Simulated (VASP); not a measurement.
An input for Quantum ESPRESSO's pw.x (written as the equivalent of a VASP run, and not itself run):

```
&CONTROL
  calculation = 'vc-relax'
  pseudo_dir = './pseudo'
  outdir = './out'
  tprnfor = .true.
  tstress = .true.
  nstep = 60
  forc_conv_thr = 0.00078
/
&SYSTEM
  ibrav = 0
  nat = 3
  ntyp = 1
  ecutwfc = 86
  occupations = 'smearing'
  smearing = 'gaussian'
  degauss = 0.003675
  input_dft = 'pz'
/
&ELECTRONS
  conv_thr = 7.3e-08
  electron_maxstep = 100
/
&IONS
/
&CELL
/
ATOMIC_SPECIES
  Se 78.971 Se.upf
CELL_PARAMETERS angstrom
     4.0094563   -0.0000000    0.0000000
    -2.0047281    3.4722913    0.0000000
    -0.0000000    0.0000000    5.0581731
ATOMIC_POSITIONS crystal
  Se   0.2533579  0.0000000  0.3333330
  Se   0.0000000  0.2533579  0.6666670
  Se   0.7466421  0.7466421  0.0000000
K_POINTS automatic
  6 6 4 0 0 0
```

Q: Translate this input to VASP (INCAR, KPOINTS, POSCAR, choice of POTCAR).

A: Several could match; the one computed here: 
### INCAR
```
SYSTEM = Se
PREC = Accurate; ENCUT = 400; LREAL = F
LASPH = T
EDIFF = 1E-6; NELM = 100; ALGO = Normal
LMAXMIX = 4
ISMEAR = 0; SIGMA = 0.05
IBRION = 2; NSW = 60; ISIF = 3
EDIFFG = -0.02
LWAVE = F; LCHARG = F
```

File POSCAR:
```
Se
1
    4.0094562571    -0.0000000000     0.0000000000
   -2.0047281286     3.4722912733     0.0000000000
   -0.0000000000     0.0000000000     5.0581731401
Se
3
Direct
  0.2533579447   0.0000000000   0.3333330000
  0.0000000000   0.2533579447   0.6666670000
  0.7466420553   0.7466420553   0.0000000000
```

**KPOINTS**
```
Automatic mesh
0
Gamma
6 6 4
0 0 0
```

POTCAR, in this order: Se (LDA.64 set). Program: vasp_std.

Limits of the translation: the potentials are each code's own (VASP's PAW set, PseudoDojo norm-conserving files in pw.x), so ENCUT and ecutwfc are chosen apart and not converted; conv_thr bounds pw.x's estimated SCF error, while EDIFF bounds the energy change between steps; forc_conv_thr acts on force components and is met together with etot_conv_thr.

The structure comes from a computed database's Se entry (P3_121); how it stands against other phases isn't given here. This run relaxes it. Symmetry was kept, so distortions that lower it aren't found. The start is the result of an earlier pass.
